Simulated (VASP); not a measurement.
The system is AlN.

```
Al N
1.0
     3.11300    0.00000    0.00000
    -1.55650    2.69594    0.00000
     0.00000    0.00000    4.98100
Al N
2 2
Direct
  0.33333 0.66667 0.00000
  0.66667 0.33333 0.50000
  0.33333 0.66667 0.38000
  0.66667 0.33333 0.88000
```

- Program: VASP 6.6.1
- Task: relaxation of cell and atoms
- Functional: PBE
- Potentials or basis: VASP PAW PBE potentials, release 64 (Al, N)
- Cutoff: 700 eV
- k mesh: 12 × 12 × 6
- Occupations: gaussian, width 0.02 eV
- Spin: no spin polarisation

At the start: pressure 3.4 GPa; volume 10.45 Å³/atom.

Task: How do energy, volume and symmetry change on relaxing?

Result: Over 7 steps the energy falls by 2.1 meV/atom and the volume is 10.62 Å³/atom (+1.7 %); space group P6_3mc (No. 186, to 0.05 Å).

The path:
```csv
step,energy change (eV),largest force (eV/Å),pressure (GPa),volume (Å³)
1,0.0000,0.1291,3.38,41.80
2,-0.0014,0.0917,-2.88,43.15
3,-0.0083,0.0054,0.00,42.50
4,-0.0083,0.0033,-0.06,42.51
5,-0.0083,0.0051,0.03,42.49
6,-0.0083,0.0052,0.04,42.49
7,-0.0083,0.0009,0.01,42.49
```

Final structure:
```cif
data_structure
_symmetry_space_group_name_H-M 'P 1'
_symmetry_Int_Tables_number 1
_cell_length_a 3.1279
_cell_length_b 3.1279
_cell_length_c 5.0149
_cell_angle_alpha 90.000
_cell_angle_beta 90.000
_cell_angle_gamma 120.000
_cell_volume 42.49
loop_
_atom_site_label
_atom_site_type_symbol
_atom_site_fract_x
_atom_site_fract_y
_atom_site_fract_z
_atom_site_occupancy
Al1 Al 0.33333 0.66667 0.99925 1
Al2 Al 0.66667 0.33333 0.49925 1
N1 N 0.33333 0.66667 0.38075 1
N2 N 0.66667 0.33333 0.88075 1
```
